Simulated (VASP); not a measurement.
# Hf3SnS4 (P4/mmm) in VASP: a series of runs

The runs below take Hf3SnS4 through relaxation of cell and atoms, with PBE.

Everything below comes from runs of VASP 6.6.1. Logs are shortened: lines on timing, memory, paths and dates and some standing lists are left out, and cuts for length are marked.

## Step 1: Starting point

Symmetry: P4/mmm, No. 123, tetragonal system. The conventional cell has a = 3.218 Å, b = 3.218 Å, c = 14.217 Å, α = 90.00°, β = 90.00°, γ = 90.00°. Hf (site symmetry 4mm) has 8 S at 2.63 to 2.86 Å as nearest neighbours. Hf (site symmetry 4/mmm) is surrounded by 8 S at 2.74 Å. Sn (site symmetry 4/mmm) is surrounded by 4 Sn at 3.22 Å and 8 S at 3.40 Å. S (site symmetry 4mm) is surrounded by 4 Hf at 2.63 Å. S (site symmetry 4mm) is surrounded by 8 Hf at 2.74 to 2.86 Å and 2 S at 3.06 Å.

The cell was built by a generator and needn't be a form met in nature.

## Step 2: Relaxation of cell and atoms, PBE

File INCAR:

```
PREC = Accurate
ENCUT = 520
EDIFF = 1E-6
ISMEAR = 0
SIGMA = 0.1
LREAL = F
LASPH = T
NELM = 120
ALGO = Normal
ISIF = 3
LWAVE = F
LCHARG = F
GGA = PE
IBRION = 2
NSW = 90
EDIFFG = -0.01
KPAR = 4
```

File KPOINTS:

```
regular mesh
0
Gamma
  10 10 2
```

File POSCAR:

```
Hf3SnS4
1.0
    3.2180000000      0.0000000000      0.0000000000
    0.0000000000      3.2180000000      0.0000000000
    0.0000000000      0.0000000000     14.2170000000
Hf Sn S
3 1 4
Direct
    0.0000000000      0.0000000000      0.2705212100
    0.0000000000      0.0000000000      0.5000000000
    0.0000000000      0.0000000000      0.7294787900
    0.0000000000      0.0000000000      0.0000000000
    0.5000000000      0.5000000000      0.1776042800
    0.5000000000      0.5000000000      0.3925582000
    0.5000000000      0.5000000000      0.6074418000
    0.5000000000      0.5000000000      0.8223957200
```

Potentials or basis: VASP PAW PBE potentials, release 64 (Hf_pv, Sn_d, S).

Launch:

```
> cat potpaw_PBE.64/Hf_pv/POTCAR potpaw_PBE.64/Sn_d/POTCAR potpaw_PBE.64/S/POTCAR > POTCAR
> mpirun -np 4 vasp_std > vasp.out
```

OUTCAR:

```text
PREC = Accurate
   ENCUT = 520
   EDIFF = 1E-6
   ISMEAR = 0
   LREAL = F
   LASPH = T
   NELM = 120
   ISIF = 3
   GGA = PE
   IBRION = 2
   NSW = 90
   EDIFFG = -0.01

 ion  position               nearest neighbor table
   1  0.000  0.000  0.271-   5 2.63   5 2.63   5 2.63   5 2.63   6 2.86   6 2.86   6 2.86   6 2.86
                             2 3.26
   2  0.000  0.000  0.500-   6 2.74   7 2.74   6 2.74   7 2.74   6 2.74   7 2.74   6 2.74   7 2.74
                             1 3.26   3 3.26
   3  0.000  0.000  0.729-   8 2.63   8 2.63   8 2.63   8 2.63   7 2.86   7 2.86   7 2.86   7 2.86
                             2 3.26
   4  0.000  0.000  0.000-
   5  0.500  0.500  0.178-   1 2.63   1 2.63   1 2.63   1 2.63
   6  0.500  0.500  0.393-   2 2.74   2 2.74   2 2.74   2 2.74   1 2.86   1 2.86   1 2.86   1 2.86

   7  0.500  0.500  0.607-   2 2.74   2 2.74   2 2.74   2 2.74   3 2.86   3 2.86   3 2.86   3 2.86

   8  0.500  0.500  0.822-   3 2.63   3 2.63   3 2.63   3 2.63

  LATTYP: Found a simple tetragonal cell.
 ALAT       =     3.2180000000
 C/A-ratio  =     4.4179614667

  Lattice vectors:

 A1 = (   3.2180000000,   0.0000000000,   0.0000000000)
 A2 = (   0.0000000000,   3.2180000000,   0.0000000000)
 A3 = (   0.0000000000,   0.0000000000,  14.2170000000)

Analysis of symmetry for initial positions (statically):
=====================================================================
 Subroutine PRICEL returns:
 Original cell was already a primitive cell.

 Routine SETGRP: Setting up the symmetry group for a
 simple tetragonal supercell.

 Subroutine GETGRP returns: Found 16 space group operations
 (whereof 16 operations were pure point group operations)
 out of a pool of 16 trial point group operations.

The static configuration has the point symmetry D_4h.

Analysis of symmetry for dynamics (positions and initial velocities):
=====================================================================
 Subroutine PRICEL returns:
 Original cell was already a primitive cell.

 Routine SETGRP: Setting up the symmetry group for a
 simple tetragonal supercell.

 Subroutine GETGRP returns: Found 16 space group operations
 (whereof 16 operations were pure point group operations)
 out of a pool of 16 trial point group operations.

The dynamic configuration has the point symmetry D_4h.

 Subroutine INISYM returns: Found 16 space group operations
 (whereof 16 operations are pure point group operations),
 and found     1 'primitive' translations
[... 116 lines left out ...]
   TEBEG  =    0.0;   TEEND  =   0.0 temperature during run
   PSTRESS=    0.0 pullay stress
   NELECT =      68.0000    total number of electrons
   NUPDOWN=      -1.0000    fix difference up-down
   EMIN   =  10.00;   EMAX   =-10.00  energy-range for DOS
   EFERMI =   0.00;   METHOD = LEGACY
   ISMEAR =     0;   SIGMA  =   0.10  broadening in eV -4-tet -1-fermi 0-gaus
   EFERMI_NEDOS =   21; number of points for ismear=-14 and -15
   IALGO  =     38    algorithm
   IMIX   =      4    mixing-type and parameters
     AMIX     =   0.40;   BMIX     =  1.00
     AMIX_MAG =   1.60;   BMIX_MAG =  1.00
  volume/ion in A,a.u.               =      18.40       124.19
  Fermi-wavevector in a.u.,A,eV,Ry     =   1.265468  2.391388 21.788491  1.601409
  Thomas-Fermi vector in A             =   2.398719
   LORBIT       =      0    0 simple, 1 ext, 2 COOP (PROOUT), +10 PAW based schemes
   GGA     = PE    functional components
   LHFCALC =     F    Hartree Fock is set to
   AEXX    =    0.0000 exact exchange contribution
   IVDW    =     0    specifies the selected vdW correction
   LEPSILON=     F    determine dielectric tensor
   LRPA    =     F    only Hartree local field effects (RPA)
 conjugate gradient relaxation of ions
 non-spin polarized calculation
 Gauss-broadening in eV      SIGMA  =   0.10
  energy-cutoff  :      520.00
  volume of cell :      147.22
 maximum number of plane-waves:      4024
 NGX is ok and might be reduce to    24
   NGX = 11   NGY = 11   NGZ = 53

--------------------------------------- Ionic step        1  -------------------------------------------

 number of electron      68.0000012 magnetization

 Free energy of the ion-electron system (eV)
  ---------------------------------------------------
  ext. energy  EPLUGINS =         0.00000000
  ---------------------------------------------------
  free energy    TOTEN  =       -58.29996481 eV

  energy without entropy =      -58.29008237  energy(sigma->0) =      -58.29502359

------------------------ aborting loop because EDIFF is reached ----------------------------------------

  FORCE on cell =-STRESS in cart. coord.  units (eV):
  Direction    XX          YY          ZZ          XY          YZ          ZX
  --------------------------------------------------------------------------------------
  -------------------------------------------------------------------------------------
  Total       -1.2545538     -1.2545538      1.6102977      0.0000000      0.0000000      0.0000000
  in kB      -13.6527400    -13.6527400     17.5241402      0.0000000      0.0000000      0.0000000
  external PRESSURE =      -3.2604466 kB  Pullay stress =       0.0000000 kB
[... 239 lines left out ...]
--------------------------------------- Ionic step        7  -------------------------------------------

 number of electron      68.0000013 magnetization

 Free energy of the ion-electron system (eV)
  ---------------------------------------------------
  ext. energy  EPLUGINS =         0.00000000
  ---------------------------------------------------
  free energy    TOTEN  =       -58.31568055 eV

  energy without entropy =      -58.30683315  energy(sigma->0) =      -58.31125685

 E-fermi :   7.6222     XC(G=0): -11.2481

 val. band max:        7.5879363927   @ k =   0.4000   0.1000   0.0000
 cond. band min:       7.6331279976   @ k =   0.4000   0.0000   0.0000
 fundamental gap:      0.0451916050
 Fermi energy:         7.6222127594

 k-point     1 :       0.0000    0.0000    0.0000
  band No.  band energies     occupation
      1     -23.7364      2.00000
      2     -23.6630      2.00000
      3     -23.4769      2.00000
      4     -23.3253      2.00000
      5     -23.3253      2.00000
      6     -23.3195      2.00000
[... 1021 lines left out ...]
     39       9.8343      0.00000
     40      10.2153      0.00000

 [... further k-points ...]

------------------------ aborting loop because EDIFF is reached ----------------------------------------

  FORCE on cell =-STRESS in cart. coord.  units (eV):
  Direction    XX          YY          ZZ          XY          YZ          ZX
  --------------------------------------------------------------------------------------
  -------------------------------------------------------------------------------------
  Total        0.0129198      0.0129198     -0.0093743      0.0000000      0.0000000     -0.0000000
  in kB        0.1406504      0.1406504     -0.1020520      0.0000000      0.0000000     -0.0000000
  external PRESSURE =       0.0597496 kB  Pullay stress =       0.0000000 kB
[... 23 lines left out ...]
  FREE ENERGIE OF THE ION-ELECTRON SYSTEM (eV)
  ---------------------------------------------------
  free  energy   TOTEN  =       -58.3156805524 eV

  energy  without entropy=      -58.3068331458  energy(sigma->0) =      -58.31125685

 reached required accuracy - stopping structural energy minimisation
```

OSZICAR:

```text
N       E                     dE             d eps       ncg     rms          rms(c)
DAV:   1     0.582838864002E+03    0.58284E+03   -0.33537E+04  3368   0.185E+03
DAV:   2     0.292105015543E+02   -0.55363E+03   -0.53836E+03  3472   0.499E+02
[... 63 lines left out ...]
   6 F= -.58315658E+02 E0= -.58311238E+02  d E =-.116687E-03
       N       E                     dE             d eps       ncg     rms          rms(c)
DAV:   1    -0.583156096475E+02    0.49185E-04   -0.16138E-02  3360   0.600E-01    0.915E-02
DAV:   2    -0.583156825201E+02   -0.72873E-04   -0.86019E-04  3920   0.141E-01    0.304E-02
DAV:   3    -0.583156811997E+02    0.13204E-05   -0.26078E-05  4192   0.322E-02    0.206E-02
DAV:   4    -0.583156805524E+02    0.64729E-06   -0.44713E-06  3688   0.105E-02
   7 F= -.58315681E+02 E0= -.58311257E+02  d E =-.139307E-03
```

CONTCAR:

```text
Hf3SnS4
   1.00000000000000
     3.2026306672307636    0.0000000000000000    0.0000000000000000
    -0.0000000000000000    3.2026306672307636   -0.0000000000000000
     0.0000000000000000    0.0000000000000000   14.3487123827207661
  Hf              Sn              S
     3     1     4
Direct
     0.0000000000000000    0.0000000000000000    0.2696939859905294
     0.0000000000000000    0.0000000000000000    0.5000000000000000
     0.0000000000000000    0.0000000000000000    0.7303060140094706
     0.0000000000000000    0.0000000000000000    0.0000000000000000
     0.5000000000000000    0.5000000000000000    0.1776693649633093
     0.5000000000000000    0.5000000000000000    0.3925886515215694
     0.5000000000000000    0.5000000000000000    0.6074113484784306
     0.5000000000000000    0.5000000000000000    0.8223306350366907

  0.00000000E+00  0.00000000E+00  0.00000000E+00
  0.00000000E+00  0.00000000E+00  0.00000000E+00
  0.00000000E+00  0.00000000E+00  0.00000000E+00
  0.00000000E+00  0.00000000E+00  0.00000000E+00
  0.00000000E+00  0.00000000E+00  0.00000000E+00
  0.00000000E+00  0.00000000E+00  0.00000000E+00
  0.00000000E+00  0.00000000E+00  0.00000000E+00
  0.00000000E+00  0.00000000E+00  0.00000000E+00
```

Run time: 2.7 min. Hardware: 4 MPI ranks of Intel Xeon Platinum 8488C (Sapphire Rapids), shared host; peak memory 0.4 GiB.

Results:

| Quantity | Value |
| --- | --- |
| Free energy | -58.3157 eV |
| Relaxed volume | 18.40 Å³/atom |
| Relaxed cell | a = 3.203 Å, b = 3.203 Å, c = 14.349 Å, α = 90.00°, β = 90.00°, γ = 90.00° |
| Space group after relaxing (to 0.05 Å) | P4/mmm (No. 123) |
| Energy gained by relaxing | 2.0 meV/atom |
| Ionic steps | 7 |
| Pressure after relaxing | 0.0 GPa |
| Largest force after relaxing | 0.007 eV/Å |
| Band gap on the k mesh | none (metal or under the smearing width) |

Forces in eV/Å, atoms in the order of the input:
```
Hf   0.000  0.000 -0.002
Hf   0.000  0.000  0.000
Hf   0.000  0.000  0.002
Sn   0.000  0.000  0.000
S    0.000  0.000 -0.007
S    0.000  0.000  0.005
S    0.000  0.000 -0.005
S    0.000  0.000  0.007
```

The path:
```tsv
step	energy change (eV)	largest force (eV/Å)	pressure (GPa)	volume (Å³)
1	0.0000	0.1944	-0.33	147.22
2	-0.0134	0.0078	0.63	146.41
3	-0.0148	0.0447	0.40	146.60
4	-0.0153	0.0424	-0.27	147.48
5	-0.0156	0.0332	-0.02	147.14
6	-0.0157	0.0161	0.00	147.16
7	-0.0157	0.0070	0.01	147.17
```

Final structure:
```
Hf Sn S
1.0
     3.20263    0.00000    0.00000
     0.00000    3.20263    0.00000
     0.00000    0.00000   14.34871
Hf Sn S
3 1 4
Direct
  0.00000 0.00000 0.26969
  0.00000 0.00000 0.50000
  0.00000 0.00000 0.73031
  0.00000 0.00000 0.00000
  0.50000 0.50000 0.17767
  0.50000 0.50000 0.39259
  0.50000 0.50000 0.60741
  0.50000 0.50000 0.82233
```

The run has no spin-orbit coupling, so splittings on Hf are missing.

## Step 3: Relaxation of cell and atoms, PBE

File INCAR:

```
PREC = Accurate
ENCUT = 520
EDIFF = 1E-7
ISMEAR = 0
SIGMA = 0.1
LREAL = F
LASPH = T
NELM = 120
ALGO = Normal
ISIF = 3
LWAVE = F
LCHARG = F
GGA = PE
IBRION = 2
NSW = 60
EDIFFG = -0.005
POTIM = 0.3
KPAR = 4
```

KPOINTS is that of step 2.

File POSCAR:

```
Hf3SnS4                                 
1.0
    3.2026306672      0.0000000000      0.0000000000
   -0.0000000000      3.2026306672     -0.0000000000
    0.0000000000      0.0000000000     14.3487123827
  Hf              Sn              S             
     3     1     4
Direct
     0.0000000000000000    0.0000000000000000    0.2696939859905294
     0.0000000000000000    0.0000000000000000    0.5000000000000000
     0.0000000000000000    0.0000000000000000    0.7303060140094706
     0.0000000000000000    0.0000000000000000    0.0000000000000000
     0.5000000000000000    0.5000000000000000    0.1776693649633093
     0.5000000000000000    0.5000000000000000    0.3925886515215694
     0.5000000000000000    0.5000000000000000    0.6074113484784306
     0.5000000000000000    0.5000000000000000    0.8223306350366907
```

Potentials or basis: VASP PAW PBE potentials, release 64 (Hf_pv, Sn_d, S).

Launch:

```
> cat potpaw_PBE.64/Hf_pv/POTCAR potpaw_PBE.64/Sn_d/POTCAR potpaw_PBE.64/S/POTCAR > POTCAR
> mpirun -np 4 vasp_std > vasp.out
```

Wall time 80 s (4 MPI ranks of Intel Xeon Platinum 8488C (Sapphire Rapids), shared host); peak memory 0.39 GiB.

The run converged. Its results:

```
Free energy                            : -58.3157 eV
Relaxed volume                         : 18.40 Å³/atom
Relaxed cell                           : a = 3.203 Å, b = 3.203 Å, c = 14.348 Å, α = 90.00°, β = 90.00°, γ = 90.00°
Space group after relaxing (to 0.05 Å) : P4/mmm (No. 123)
Energy gained by relaxing              : 0.0 meV/atom
Ionic steps                            : 3
Pressure after relaxing                : 0.0 GPa
Largest force after relaxing           : 0.005 eV/Å
Band gap on the k mesh                 : none (metal or under the smearing width)
```

Forces in eV/Å, atoms in the order of the input:
```
Hf   0.000  0.000 -0.005
Hf   0.000  0.000  0.000
Hf   0.000  0.000  0.005
Sn   0.000  0.000  0.000
S    0.000  0.000  0.000
S    0.000  0.000  0.000
S    0.000  0.000  0.000
S    0.000  0.000  0.000
```

Final structure:
```
CELL_PARAMETERS angstrom
3.20284 0.00000 0.00000
0.00000 3.20284 0.00000
0.00000 0.00000 14.34844
ATOMIC_POSITIONS crystal
Hf 0.00000 0.00000 0.26968
Hf 0.00000 0.00000 0.50000
Hf 0.00000 0.00000 0.73032
Sn 0.00000 0.00000 0.00000
S 0.50000 0.50000 0.17762
S 0.50000 0.50000 0.39263
S 0.50000 0.50000 0.60737
S 0.50000 0.50000 0.82238
```

Levels at points of the mesh, in eV from the Fermi level:
```csv
k point,band 30,band 31,band 32,band 33,band 34,band 35,band 36,band 37,band 38,band 39
"(0.00, 0.00, 0.00)",-2.01,-2.00,-2.00,-1.93,-1.55,-0.32,0.63,1.61,2.74,3.25
"(0.50, 0.00, 0.00)",-2.10,-1.56,-1.40,-1.31,-0.86,-0.67,1.33,1.85,2.16,2.29
"(0.50, 0.50, 0.00)",-3.00,-1.90,-1.26,-0.99,-0.99,-0.66,1.28,1.28,1.84,2.08
"(0.00, 0.00, 0.50)",-2.04,-1.97,-1.97,-1.93,-1.55,-0.89,1.04,1.12,2.94,3.39
"(0.50, 0.00, 0.50)",-2.10,-1.93,-1.31,-1.20,-0.75,-0.50,1.33,1.85,2.14,2.17
"(0.50, 0.50, 0.50)",-2.89,-2.04,-1.38,-0.99,-0.99,-0.09,0.71,1.31,1.31,2.04
```

Spin-orbit coupling is left out, which matters for the levels of Hf.
